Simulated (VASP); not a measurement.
```yaml
crystal:
  lattice:
    - [0.00000, 3.36600, 3.36600]
    - [3.36600, 0.00000, 3.36600]
    - [3.36600, 3.36600, 0.00000]
  atoms:
    - { symbol: K, position: [0.00000, 0.00000, 0.00000] }
    - { symbol: Br, position: [0.50000, 0.50000, 0.50000] }
```

The base run (VASP): PBE GGA, plane waves, VASP's PBE PAW potentials (set 64). Numerical set-up: 400 eV cut-off, 6×6×6 Γ-centred mesh, Gaussian smearing of 0.050 eV, potentials K_sv Br.

One setting is varied; ΔE counts from the most expensive setting. The base run took about 7 core-seconds. Costs are core time on shared hosts, one run each; read them as rough ratios.

Pressures at a finite cut-off, here 400 eV, hold a Pulay part, which wasn't tested here.

```tsv
setting	cost over the base run	electronic steps	ΔE (meV/atom)	pressure (GPa)
KGAMMA = .FALSE., KSPACING = 0.6, KPOINTS file removed	within a factor of 2	13	2.3	-0.12
KGAMMA = .TRUE., KSPACING = 0.5, KPOINTS file removed	within a factor of 2	13	0.2	-0.14
base run	reference	13	0.0	-0.14
KGAMMA = .TRUE., KSPACING = 0.25, KPOINTS file removed	within a factor of 2	13	0.0	-0.14
KGAMMA = .FALSE., KSPACING = 0.2, KPOINTS file removed	within a factor of 2	13	0.0	-0.14
KGAMMA = .TRUE., KSPACING = 0.16, KPOINTS file removed	about 3 times	13	0.0	-0.14
```

Left out are runs that failed, have no time on record or changed the cell.

The compound is KBr in the rock salt structure. The cell was not relaxed at this level.
